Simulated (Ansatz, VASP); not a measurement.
## Hf2Pd2Se2Br2O3: VASP beside Ansatz

INCAR

```
ALGO = Normal
EDIFF = 1E-7
ENCUT = 520
GGA = PE
ISIF = 2
ISMEAR = -1
KPAR = 4
LASPH = True
LCHARG = False
LREAL = False
LWAVE = False
NBANDS = 53
NELM = 60
PREC = Accurate
SIGMA = 0.05
```

File KPOINTS:

```
k-points
0
Gamma
  5 5 4
```

File POSCAR:

```
Hf2Pd2Se2Br2O3
1.0
    5.7988413767      0.0049928486     -0.0028789409
   -0.5309934793      5.8853605986      0.0343560331
   -1.4941804189     -0.9325554106      6.6898736006
Hf Pd Se Br O
2 2 2 2 3
Direct
    0.7454000000      0.3960200000      0.3498900000
    0.2876300000      0.4532200000      0.5940100000
    0.9085400000      0.1329400000      0.8484900000
    0.2524900000      0.9032300000      0.3587400000
    0.6346900000      0.4035500000      0.9371600000
    0.6259700000      0.7817400000      0.5302300000
    0.8527300000      0.9908900000      0.1535500000
    0.2252600000      0.8208400000      0.8622300000
    0.9604000000      0.2892500000      0.5902600000
    0.4323300000      0.2452400000      0.4086400000
    0.0745700000      0.5830800000      0.3668200000
```

The input input.yaml:

```yaml
crystal:
  lattice:
    - [5.7988413767, 0.0049928486, -0.0028789409]
    - [-0.5309934793, 5.8853605986, 0.0343560331]
    - [-1.4941804189, -0.9325554106, 6.6898736006]
  atoms:
    - { symbol: Hf, position: [0.7454, 0.39602, 0.34989] }
    - { symbol: Hf, position: [0.28763, 0.45322, 0.59401] }
    - { symbol: Pd, position: [0.90854, 0.13294, 0.84849] }
    - { symbol: Pd, position: [0.25249, 0.90323, 0.35874] }
    - { symbol: Se, position: [0.63469, 0.40355, 0.93716] }
    - { symbol: Se, position: [0.62597, 0.78174, 0.53023] }
    - { symbol: Br, position: [0.85273, 0.99089, 0.15355] }
    - { symbol: Br, position: [0.22526, 0.82084, 0.86223] }
    - { symbol: O, position: [0.9604, 0.28925, 0.59026] }
    - { symbol: O, position: [0.43233, 0.24524, 0.40864] }
    - { symbol: O, position: [0.07457, 0.58308, 0.36682] }
hamiltonian:
  xc: pbe
  pseudopotentials: { kind: paw }
kpoints:
  mp_grid: { grid: [5, 5, 4] }
scf:
  occupations: { method: fermi_dirac, width: 0.05 }
output:
  forces: true
  stress: true
  eigenvalues: true
```

Change from the starting cell: volume scaled by 1.02.

Alike in both runs: task single point; functional PBE; k mesh 5 × 5 × 4; occupations fermi-dirac, width 0.05 eV; no spin polarisation.

|  | VASP | Ansatz |
| --- | --- | --- |
| version | VASP 6.6.1 | Ansatz 0.2.0 |
| potentials or method | VASP PAW PBE potentials, release 64 (Hf_pv, Pd, Se, Br, O) | Ansatz PAW |
| plane-wave cutoff (eV) | 520 | 420 |
| valence electrons in the cell | 84 | 152 |

VASP gave:

```
gap on the k mesh at the Fermi level (eV)       : 0.20
least direct gap on the mesh (eV)               : 0.44
pressure (GPa)                                  : -2.5
largest component of the traceless stress (GPa) : 0.43
rms of the force components (eV/Å)              : 0.155
```

Which values does Ansatz return?

gap on the k mesh at the Fermi level (eV): 0.21; least direct gap on the mesh (eV): 0.45; pressure (GPa): -1.9; largest component of the traceless stress (GPa): 0.27; rms of the force components (eV/Å): 0.098.

Atom by atom the forces differ by 0.062 eV/Å (rms over components). The two sets of potentials don't hold the same shells in valence.

Caveats: spin-orbit coupling is left out, which moves the levels of the heavy elements; an odd mesh through Γ misses points on the zone boundary, where band edges often lie (VASP); odd divisions of the mesh miss points on the zone boundary, where band edges often lie, so the gap on the mesh can be too wide (Ansatz).
